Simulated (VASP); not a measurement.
Consider the following.

```xyz
4
Lattice="2.4726 0.0000 0.0000 -1.2363 2.1414 0.0000 0.0000 0.0000 7.2838" Properties=species:S:1:pos:R:3 pbc="T T T"
B      1.2363     0.7138     5.4629
B      0.0000     1.4276     1.8210
N      0.0000     0.0000     5.4629
N      0.0000     0.0000     1.8210
```

Computed with PBE GGA, VASP's PBE PAW potentials (set 64) (plane waves; VASP). Numerical set-up: 400 eV cut-off, 10×10×3 Γ-centred mesh, Fermi-Dirac smearing of 0.010 eV, potentials B N.

Give the energies of bands 3 to 11 at the high-symmetry points, in eV from the valence-band maximum.

| band | Γ | M | K | A | L | H |
|---|---|---|---|---|---|---|
| 3 | -6.36 | -9.40 | -8.43 | -5.76 | -9.34 | -8.42 |
| 4 | -5.06 | -9.28 | -8.43 | -5.76 | -9.34 | -8.42 |
| 5 | -1.57 | -4.49 | -7.50 | -1.57 | -4.48 | -7.50 |
| 6 | -1.57 | -4.46 | -7.50 | -1.57 | -4.48 | -7.50 |
| 7 | -1.57 | -1.56 | -0.56 | -1.57 | -1.24 | -0.30 |
| 8 | -1.57 | -0.90 | 0.00 | -1.57 | -1.24 | -0.30 |
| 9 | 4.47 | 3.85 | 4.43 | 6.36 | 4.54 | 4.46 |
| 10 | 8.95 | 5.45 | 4.43 | 6.36 | 4.54 | 4.46 |
| 11 | 11.60 | 9.51 | 12.75 | 11.63 | 9.87 | 11.53 |

The gap is indirect, 3.85 eV, from the valence maximum at K to the conduction minimum at M.

The structure comes from a computed database's BN entry; how it stands against other phases isn't given here. The cell was not relaxed at this level.
